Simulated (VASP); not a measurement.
Output of a VASP run:

File OUTCAR:
```
 ion  position               nearest neighbor table
   1  0.662  0.662  0.000-   2 2.62   3 2.67   3 2.67   3 2.67   3 2.67   2 2.73   2 2.73   2 2.73
                             2 2.73   3 2.75
   2  0.338  0.338  0.000-   1 2.62   3 2.67   3 2.67   3 2.67   3 2.67   1 2.73   1 2.73   1 2.73
                             1 2.73   3 2.75
   3  0.000  0.000  0.000-   1 2.67   1 2.67   1 2.67   2 2.67   1 2.67   2 2.67   2 2.67   2 2.67
                             1 2.75   2 2.75
  LATTYP: Found a body centered tetragonal cell.
 ALAT       =     3.2819029700
 C/A-ratio  =     2.4717770086
 Subroutine PRICEL returns:
 Original cell was already a primitive cell.
 Subroutine GETGRP returns: Found 16 space group operations
The static configuration has the point symmetry D_4h.
The dynamic configuration has the point symmetry D_4h.
 Subroutine INISYM returns: Found 16 space group operations
 Subroutine IBZKPT returns following result:
 Found    163 irreducible k-points:

 Following reciprocal coordinates:
            Coordinates               Weight
  0.000000  0.000000  0.000000      1.000000
  0.083333  0.000000 -0.000000      8.000000
  0.166667  0.000000 -0.000000      8.000000
  0.250000  0.000000 -0.000000      8.000000
  0.333333  0.000000 -0.000000      8.000000
  0.416667  0.000000 -0.000000      8.000000
  0.500000  0.000000 -0.000000      4.000000
  0.083333  0.083333 -0.000000      8.000000
  0.166667  0.083333  0.000000     16.000000
  0.250000  0.083333  0.000000     16.000000
  0.333333  0.083333 -0.000000     16.000000
  0.416667  0.083333 -0.000000     16.000000
  0.500000  0.083333  0.000000     16.000000
 -0.416667  0.083333  0.000000     16.000000
 -0.333333  0.083333  0.000000     16.000000
 -0.250000  0.083333  0.000000     16.000000
 -0.166667  0.083333  0.000000     16.000000
 -0.083333  0.083333  0.000000      4.000000
  0.166667  0.166667 -0.000000      8.000000
  0.250000  0.166667  0.000000     16.000000
  0.333333  0.166667  0.000000     16.000000
  0.416667  0.166667 -0.000000     16.000000
  0.500000  0.166667 -0.000000     16.000000
 -0.416667  0.166667  0.000000     16.000000
 -0.333333  0.166667  0.000000     16.000000
 -0.250000  0.166667  0.000000     16.000000
 -0.166667  0.166667  0.000000      4.000000
  0.250000  0.250000 -0.000000      8.000000
  0.333333  0.250000  0.000000     16.000000
  0.416667  0.250000 -0.000000     16.000000
  0.500000  0.250000 -0.000000     16.000000
 -0.416667  0.250000  0.000000     16.000000
 -0.333333  0.250000 -0.000000     16.000000
 -0.250000  0.250000  0.000000      4.000000
  0.333333  0.333333  0.000000      8.000000
  0.416667  0.333333  0.000000     16.000000
  0.500000  0.333333  0.000000     16.000000
 -0.416667  0.333333  0.000000     16.000000
 -0.333333  0.333333  0.000000      4.000000
  0.416667  0.416667 -0.000000      8.000000
   k-points           NKPTS =    163   k-points in BZ     NKDIM =    163   number of bands    NBANDS=     25
   number of dos      NEDOS =    301   number of ions     NIONS =      3
   total plane-waves  NPLWV =  27000
   dimension x,y,z NGX =    30 NGY =   30 NGZ =   30
   dimension x,y,z NGXF=    60 NGYF=   60 NGZF=   60
   ions per type =               2   1
   PREC   = accura    normal or accurate (medium, high low for compatibility)
   ISTART =      0    job   : 0-new  1-cont  2-samecut
   ICHARG =      2    charge: 1-file 2-atom 10-const
   ISPIN  =      1    spin polarized calculation?
   LNONCOLLINEAR =      F non collinear calculations
   LSORBIT =      F    spin-orbit coupling
   INIWAV =      1    electr: 0-lowe 1-rand  2-diag
   ENCUT  =  400.0 eV  29.40 Ry    5.42 a.u.   7.62  7.62  7.62*2*pi/ulx,y,z
   NELM   =    100;   NELMIN=  2; NELMDL= -5     # of ELM steps
   EDIFF  = 0.1E-05   stopping-criterion for ELM
   LREAL  =      F    real-space projection
   NLSPLINE    = F    spline interpolate recip. space projectors
   LMAXMIX     =    4 max onsite mixed and CHGCAR
...
```

### OSZICAR
```
       N       E                     dE             d eps       ncg     rms          rms(c)
DAV:   1     0.312104212324E+03    0.31210E+03   -0.18768E+04  9798   0.384E+03
DAV:   2     0.129289159063E+02   -0.29918E+03   -0.29485E+03  8198   0.637E+02
DAV:   3    -0.229438252559E+02   -0.35873E+02   -0.35380E+02  9524   0.167E+02
DAV:   4    -0.240610109310E+02   -0.11172E+01   -0.11123E+01  9508   0.315E+01
DAV:   5    -0.240770760092E+02   -0.16065E-01   -0.16056E-01 10070   0.422E+00    0.174E+01
DAV:   6    -0.234172219361E+02    0.65985E+00   -0.67098E+00  8891   0.121E+01    0.338E+00
DAV:   7    -0.232709526561E+02    0.14627E+00   -0.12192E+00  9154   0.778E+00    0.383E+00
DAV:   8    -0.232295735563E+02    0.41379E-01   -0.15135E-01  9275   0.278E+00    0.282E-01
DAV:   9    -0.232284289424E+02    0.11446E-02   -0.13103E-02 10477   0.138E+00    0.173E-01
DAV:  10    -0.232280653888E+02    0.36355E-03   -0.21532E-03  9524   0.299E-01    0.689E-02
DAV:  11    -0.232280596916E+02    0.56972E-05   -0.11692E-04  9072   0.724E-02    0.237E-02
DAV:  12    -0.232280596956E+02   -0.40091E-08   -0.11617E-05 10407   0.370E-02    0.540E-03
DAV:  13    -0.232280595673E+02    0.12838E-06   -0.11814E-06  5017   0.128E-02
   1 F= -.23228060E+02 E0= -.23228058E+02  d E =-.232281E+02
       N       E                     dE             d eps       ncg     rms          rms(c)
DAV:   1    -0.232392541252E+02   -0.11194E-01   -0.52455E-01  9387   0.653E+00    0.648E-01
DAV:   2    -0.232321039134E+02    0.71502E-02   -0.20233E-02 11015   0.200E+00    0.345E-01
DAV:   3    -0.232291625851E+02    0.29413E-02   -0.57631E-03 11865   0.930E-01    0.106E-01
DAV:   4    -0.232290020100E+02    0.16058E-03   -0.12550E-03 10961   0.319E-01    0.591E-02
DAV:   5    -0.232289826569E+02    0.19353E-04   -0.12901E-04  9716   0.138E-01    0.142E-02
DAV:   6    -0.232289811994E+02    0.14575E-05   -0.10284E-05 11337   0.406E-02    0.494E-03
DAV:   7    -0.232289811165E+02    0.82870E-07   -0.16771E-06  5093   0.162E-02
   2 F= -.23228981E+02 E0= -.23228965E+02  d E =-.921549E-03
       N       E                     dE             d eps       ncg     rms          rms(c)
DAV:   1    -0.232297121126E+02   -0.73091E-03   -0.31623E-02  9409   0.161E+00    0.160E-01
DAV:   2    -0.232292785666E+02    0.43355E-03   -0.12497E-03 10671   0.511E-01    0.851E-02
DAV:   3    -0.232291021165E+02    0.17645E-03   -0.35220E-04 12244   0.227E-01    0.281E-02
DAV:   4    -0.232290894766E+02    0.12640E-04   -0.80721E-05 11337   0.818E-02    0.143E-02
DAV:   5    -0.232290883006E+02    0.11760E-05   -0.80455E-06  9410   0.345E-02    0.349E-03
DAV:   6    -0.232290881733E+02    0.12734E-06   -0.46401E-07  4348   0.104E-02
   3 F= -.23229088E+02 E0= -.23229083E+02  d E =-.102861E-02
```

**OUTCAR**
```
------------------------ aborting loop because EDIFF is reached ----------------------------------------
  FORCE on cell =-STRESS in cart. coord.  units (eV):
  Direction    XX          YY          ZZ          XY          YZ          ZX
  --------------------------------------------------------------------------------------
  Total        0.0145926      0.0145926     -0.0266346      0.0000000      0.0000000      0.0000000
  in kB        0.5357235      0.5357235     -0.9778094      0.0000000      0.0000000      0.0000000
  external PRESSURE =       0.0312125 kB  Pullay stress =       0.0000000 kB
  volume of cell :       43.64
      direct lattice vectors                 reciprocal lattice vectors
    -1.637919748  1.637919748  4.066837770     0.000000000  0.305265261  0.122945647
     1.637919748 -1.637919748  4.066837770     0.305265261  0.000000000  0.122945647
     1.637919748  1.637919748 -4.066837770     0.305265261  0.305265261  0.000000000
 POSITION                                       TOTAL-FORCE (eV/Angst)
 -----------------------------------------------------------------------------------
      0.00000      0.00000      5.38510        -0.000000     -0.000000      0.016075
      0.00000      0.00000      2.74858         0.000000      0.000000     -0.016075
      0.00000      0.00000      0.00000         0.000000      0.000000     -0.000000
 -----------------------------------------------------------------------------------
    total drift:                                0.000000      0.000000     -0.000000
  FREE ENERGIE OF THE ION-ELECTRON SYSTEM (eV)
  ---------------------------------------------------
  free  energy   TOTEN  =       -23.2290881733 eV

  energy  without entropy=      -23.2290734564  energy(sigma->0) =      -23.22908327

 reached required accuracy - stopping structural energy minimisation
```
(Selected blocks of OUTCAR.)

**POSCAR**
```
Ge2Mo
1
   -1.6409514850     1.6409514850     4.0560661528
    1.6409514850    -1.6409514850     4.0560661528
    1.6409514850     1.6409514850    -4.0560661528
Ge Mo
2 1
Direct
  0.6615775123   0.6615775123   0.0000000000
  0.3384224877   0.3384224877   0.0000000000
  0.0000000000   0.0000000000   0.0000000000
```

Q: Write an INCAR and KPOINTS that could have produced this output.

A: Several could match; the one computed here: the input of the run itself, LDA (Ceperley-Alder, Perdew-Zunger), plane waves, VASP's LDA PAW potentials (set 64).

File KPOINTS:
```
kpoints
0
gamma
12 12 12
0 0 0
```

**INCAR**
```
ALGO=Normal
EDIFF=1E-6
EDIFFG=-0.02
ENCUT=400
IBRION=2
ISIF=3
ISMEAR=1
LASPH=.TRUE.
LCHARG=.FALSE.
LMAXMIX=4
LREAL=.FALSE.
LWAVE=.FALSE.
NELM=100
NSW=60
PREC=Accurate
SIGMA=0.1
SYSTEM=Ge2Mo
```

POTCAR, in this order: Ge_d Mo_sv (LDA.64 set). Program: vasp_std.

The structure comes from a computed database's Ge2Mo entry (I4/mmm); how it stands against other phases isn't given here. This run relaxes it. Symmetry was kept, so distortions that lower it aren't found. The start is the result of an earlier pass.
